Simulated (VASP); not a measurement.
Computed with PBE GGA, VASP's PBE PAW potentials (set 64) (plane waves; VASP 6.6.1).

The input files of a VASP run:

INCAR:
```
# general
SYSTEM  = CdS
PREC    = Accurate
ENCUT   = 350   # plane-wave cut-off (eV)
LREAL   = .FALSE.   # projection in real space or not
LASPH   = .TRUE.   # aspherical one-centre terms

# electronic loop
EDIFF   = 1E-6
NELM    = 100   # most electronic steps
ALGO    = Normal   # blocked Davidson
LMAXMIX = 4   # l cut-off of mixed one-centre charges

# smearing
ISMEAR  = 0
SIGMA   = 0.05

# functional
GGA     = PE

# output
LWAVE   = .FALSE.
LCHARG  = .TRUE.
```

### KPOINTS
```
Regular mesh
0
gamma
 6 6 3
0 0 0
```

**POSCAR**
```
CdS
1
    2.0997287929    -3.6368367723     0.0000000000
    2.0997287929     3.6368367723     0.0000000000
    0.0000000000     0.0000000000     6.8201519537
Cd S
2 2
Direct
  0.6666670000   0.3333330000   0.5000027958
  0.3333330000   0.6666670000   0.0000027958
  0.6666670000   0.3333330000   0.8769972042
  0.3333330000   0.6666670000   0.3769972042
```

POTCAR, in this order: Cd S (PBE.64 set). Program: vasp_std.

Question: What will the output report for the number of irreducible k-points (NKPTS), largest plane-wave count, number of space-group operations, FFT grid (NGX, NGY, NGZ)?

Answer: 
```
Property                                      Result
--------------------------------------  ------------
number of irreducible k-points (NKPTS)            14
largest plane-wave count                        1570
number of space-group operations                  12
FFT grid (NGX, NGY, NGZ)                28 × 28 × 42
```

The compound is CdS in the wurtzite structure. It was relaxed first.
